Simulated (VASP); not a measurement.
Output of a VASP run:

**OUTCAR**
```
 ion  position               nearest neighbor table
   1  0.250  0.250  0.250-   3 2.62   3 2.62   3 2.62   3 2.62   2 3.02   2 3.02   2 3.02   2 3.02
                             2 3.02   2 3.02
   2  0.750  0.750  0.750-   3 2.62   3 2.62   3 2.62   3 2.62   1 3.02   1 3.02   1 3.02   1 3.02
                             1 3.02   1 3.02
   3  0.000  0.000  0.000-   1 2.62   2 2.62   2 2.62   2 2.62   2 2.62   1 2.62   1 2.62   1 2.62
  LATTYP: Found a face centered cubic cell.
 ALAT       =     6.0423840000
 Subroutine PRICEL returns:
 Original cell was already a primitive cell.
 Subroutine GETGRP returns: Found 48 space group operations
The static configuration has the point symmetry O_h .
The dynamic configuration has the point symmetry O_h .
 Subroutine INISYM returns: Found 48 space group operations
 Subroutine IBZKPT returns following result:
 Found     84 irreducible k-points:

 Following reciprocal coordinates:
            Coordinates               Weight
  0.000000  0.000000  0.000000      1.000000
  0.076923  0.000000  0.000000      8.000000
  0.153846  0.000000  0.000000      8.000000
  0.230769  0.000000  0.000000      8.000000
  0.307692  0.000000  0.000000      8.000000
  0.384615  0.000000  0.000000      8.000000
  0.461538  0.000000  0.000000      8.000000
  0.076923  0.076923  0.000000      6.000000
  0.153846  0.076923  0.000000     24.000000
  0.230769  0.076923  0.000000     24.000000
  0.307692  0.076923  0.000000     24.000000
  0.384615  0.076923  0.000000     24.000000
  0.461538  0.076923  0.000000     24.000000
 -0.461538  0.076923  0.000000     24.000000
 -0.384615  0.076923  0.000000     24.000000
 -0.307692  0.076923  0.000000     24.000000
 -0.230769  0.076923  0.000000     24.000000
 -0.153846  0.076923  0.000000     24.000000
 -0.076923  0.076923  0.000000     12.000000
  0.153846  0.153846  0.000000      6.000000
  0.230769  0.153846  0.000000     24.000000
  0.307692  0.153846  0.000000     24.000000
  0.384615  0.153846  0.000000     24.000000
  0.461538  0.153846  0.000000     24.000000
 -0.461538  0.153846  0.000000     24.000000
 -0.384615  0.153846  0.000000     24.000000
 -0.307692  0.153846  0.000000     24.000000
 -0.230769  0.153846  0.000000     24.000000
 -0.153846  0.153846  0.000000     12.000000
  0.230769  0.230769  0.000000      6.000000
  0.307692  0.230769  0.000000     24.000000
  0.384615  0.230769  0.000000     24.000000
  0.461538  0.230769  0.000000     24.000000
 -0.461538  0.230769  0.000000     24.000000
 -0.384615  0.230769  0.000000     24.000000
 -0.307692  0.230769  0.000000     24.000000
 -0.230769  0.230769  0.000000     12.000000
  0.307692  0.307692  0.000000      6.000000
  0.384615  0.307692  0.000000     24.000000
  0.461538  0.307692  0.000000     24.000000
   k-points           NKPTS =     84   k-points in BZ     NKDIM =     84   number of bands    NBANDS=     12
   number of dos      NEDOS =    301   number of ions     NIONS =      3
   total plane-waves  NPLWV =  13824
   dimension x,y,z NGX =    24 NGY =   24 NGZ =   24
   dimension x,y,z NGXF=    48 NGYF=   48 NGZF=   48
   ions per type =               2   1
   PREC   = accura    normal or accurate (medium, high low for compatibility)
   ISTART =      0    job   : 0-new  1-cont  2-samecut
   ICHARG =      2    charge: 1-file 2-atom 10-const
   ISPIN  =      1    spin polarized calculation?
   LNONCOLLINEAR =      F non collinear calculations
   LSORBIT =      F    spin-orbit coupling
   INIWAV =      1    electr: 0-lowe 1-rand  2-diag
   ENCUT  =  300.0 eV  22.05 Ry    4.70 a.u.   6.03  6.03  6.03*2*pi/ulx,y,z
   NELM   =    100;   NELMIN=  2; NELMDL= -5     # of ELM steps
   EDIFF  = 0.1E-05   stopping-criterion for ELM
   LREAL  =      F    real-space projection
   NLSPLINE    = F    spline interpolate recip. space projectors
   LMAXMIX     =    6 max onsite mixed and CHGCAR
   VOSKOWN=      0    Vosko Wilk Nusair interpolation
   EDIFFG = -.1E-01   stopping-criterion for IOM
...
```

**OSZICAR**
```
       N       E                     dE             d eps       ncg     rms          rms(c)
DAV:   1     0.289168271960E+02    0.28917E+02   -0.47147E+03  2156   0.695E+02
DAV:   2    -0.155595575910E+02   -0.44476E+02   -0.39580E+02  2468   0.142E+02
DAV:   3    -0.167586439750E+02   -0.11991E+01   -0.11865E+01  2572   0.231E+01
DAV:   4    -0.167680615093E+02   -0.94175E-02   -0.94141E-02  2376   0.242E+00
DAV:   5    -0.167682032220E+02   -0.14171E-03   -0.14171E-03  2544   0.303E-01    0.770E+00
DAV:   6    -0.163564967776E+02    0.41171E+00   -0.24861E+00  2340   0.152E+01    0.210E+00
DAV:   7    -0.162739465769E+02    0.82550E-01   -0.22935E-01  2240   0.476E+00    0.158E+00
DAV:   8    -0.162451249270E+02    0.28822E-01   -0.36820E-02  2268   0.186E+00    0.261E-01
DAV:   9    -0.162450974846E+02    0.27442E-04   -0.20825E-03  2412   0.441E-01    0.170E-01
DAV:  10    -0.162452780569E+02   -0.18057E-03   -0.33877E-04  2204   0.148E-01    0.191E-02
DAV:  11    -0.162452762400E+02    0.18169E-05   -0.20359E-05  2444   0.455E-02    0.901E-03
DAV:  12    -0.162452789676E+02   -0.27276E-05   -0.67806E-06  2140   0.187E-02    0.208E-03
DAV:  13    -0.162452789032E+02    0.64407E-07   -0.41483E-07  1576   0.650E-03
   1 F= -.16245279E+02 E0= -.16208053E+02  d E =-.162453E+02
       N       E                     dE             d eps       ncg     rms          rms(c)
DAV:   1    -0.178299367508E+02   -0.15847E+01   -0.22258E+01  2248   0.496E+01    0.965E+00
DAV:   2    -0.163799167431E+02    0.14500E+01   -0.91827E+00  2200   0.298E+01    0.288E+00
DAV:   3    -0.162572471404E+02    0.12267E+00   -0.52958E-01  2140   0.774E+00    0.107E+00
DAV:   4    -0.162473012514E+02    0.99459E-02   -0.31323E-02  2328   0.113E+00    0.472E-01
DAV:   5    -0.162462339933E+02    0.10673E-02   -0.73403E-03  2352   0.802E-01    0.184E-01
DAV:   6    -0.162463314475E+02   -0.97454E-04   -0.14588E-03  2344   0.354E-01    0.364E-02
DAV:   7    -0.162463311308E+02    0.31670E-06   -0.10573E-04  2388   0.108E-01    0.489E-03
DAV:   8    -0.162463324976E+02   -0.13669E-05   -0.55322E-06  2300   0.183E-02    0.475E-03
DAV:   9    -0.162463322880E+02    0.20961E-06   -0.18716E-06  1452   0.133E-02
   2 F= -.16246332E+02 E0= -.16211517E+02  d E =-.105338E-02
       N       E                     dE             d eps       ncg     rms          rms(c)
DAV:   1    -0.166614694925E+02   -0.41514E+00   -0.52653E+00  2208   0.240E+01    0.372E+00
DAV:   2    -0.163175531001E+02    0.34392E+00   -0.18702E+00  2180   0.145E+01    0.114E+00
DAV:   3    -0.163003815114E+02    0.17172E-01   -0.76558E-02  2172   0.286E+00    0.539E-01
DAV:   4    -0.162979154278E+02    0.24661E-02   -0.67807E-03  2220   0.466E-01    0.158E-01
DAV:   5    -0.162979255801E+02   -0.10152E-04   -0.75983E-04  2412   0.276E-01    0.824E-02
DAV:   6    -0.162979278116E+02   -0.22315E-05   -0.15505E-04  2268   0.116E-01    0.205E-02
DAV:   7    -0.162979299849E+02   -0.21733E-05   -0.50354E-06  2420   0.198E-02    0.338E-03
DAV:   8    -0.162979296314E+02    0.35352E-06   -0.10858E-06  1472   0.909E-03
   3 F= -.16297930E+02 E0= -.16261944E+02  d E =-.526507E-01
```

File OUTCAR:
```
------------------------ aborting loop because EDIFF is reached ----------------------------------------
  FORCE on cell =-STRESS in cart. coord.  units (eV):
  Direction    XX          YY          ZZ          XY          YZ          ZX
  --------------------------------------------------------------------------------------
  Total       -0.0147214     -0.0147214     -0.0147214      0.0000000      0.0000000     -0.0000000
  in kB       -0.4498159     -0.4498159     -0.4498159      0.0000000      0.0000000     -0.0000000
  external PRESSURE =      -0.4498159 kB  Pullay stress =       0.0000000 kB
  volume of cell :       52.44
      direct lattice vectors                 reciprocal lattice vectors
     0.000000000  2.970741825  2.970741825    -0.168308130  0.168308130  0.168308130
     2.970741825  0.000000000  2.970741825     0.168308130 -0.168308130  0.168308130
     2.970741825  2.970741825 -0.000000000     0.168308130  0.168308130 -0.168308130
 POSITION                                       TOTAL-FORCE (eV/Angst)
 -----------------------------------------------------------------------------------
      1.48537      1.48537      1.48537        -0.000000     -0.000000      0.000000
      4.45611      4.45611      4.45611         0.000000      0.000000     -0.000000
      0.00000      0.00000      0.00000        -0.000000      0.000000      0.000000
 -----------------------------------------------------------------------------------
    total drift:                               -0.000000      0.000000      0.000000
  FREE ENERGIE OF THE ION-ELECTRON SYSTEM (eV)
  ---------------------------------------------------
  free  energy   TOTEN  =       -16.2979296314 eV

  energy  without entropy=      -16.2259588948  energy(sigma->0) =      -16.26194426

 reached required accuracy - stopping structural energy minimisation
```
(Selected blocks of OUTCAR.)

**POSCAR**
```
PtAl2
1
    0.0000000000     3.0211920000     3.0211920000
    3.0211920000     0.0000000000     3.0211920000
    3.0211920000     3.0211920000     0.0000000000
Al Pt
2 1
Direct
  0.2500000000   0.2500000000   0.2500000000
  0.7500000000   0.7500000000   0.7500000000
  0.0000000000   0.0000000000   0.0000000000
```

**Question.** Reconstruct the remaining input files.

**Answer.** This is not unique; one that fits is the input of the run itself, PBE GGA, plane waves, VASP's PBE PAW potentials (set 64).

INCAR:
```
EDIFFG = -0.01
LREAL = .FALSE.   ! projection in real space or not
IBRION = 2
LCHARG = .FALSE.
LWAVE = .FALSE.
LASPH = .TRUE.
ISMEAR = -1   ! Fermi-Dirac
SYSTEM = PtAl2
NSW = 50   ! most ionic steps
LMAXMIX = 6   ! l cut-off of mixed one-centre charges
EDIFF = 1E-6
ALGO = Normal
ISIF = 3
PREC = Accurate
NELM = 100   ! most electronic steps
GGA = PE   ! PBE
SIGMA = 0.136   ! width (eV)
ENCUT = 300   ! plane-wave cut-off (eV)
```

File KPOINTS:
```
Automatic mesh
0
gamma
 13 13 13
```

POTCAR, in this order: Al Pt (PBE.64 set). Program: vasp_std.

At this cut-off the stress carries a Pulay error, which pulls relaxed volumes low. Energy and stress use the plane-wave basis of the starting cell.

The structure is a typed PtAl2 crystal. This run relaxes it. Symmetry was kept, so distortions that lower it aren't found. The run is one of a series of settings (EDIFFG = -0.01, IBRION = 2, ISIF = 3, NSW = 50 against the base run), some of them coarse on purpose.
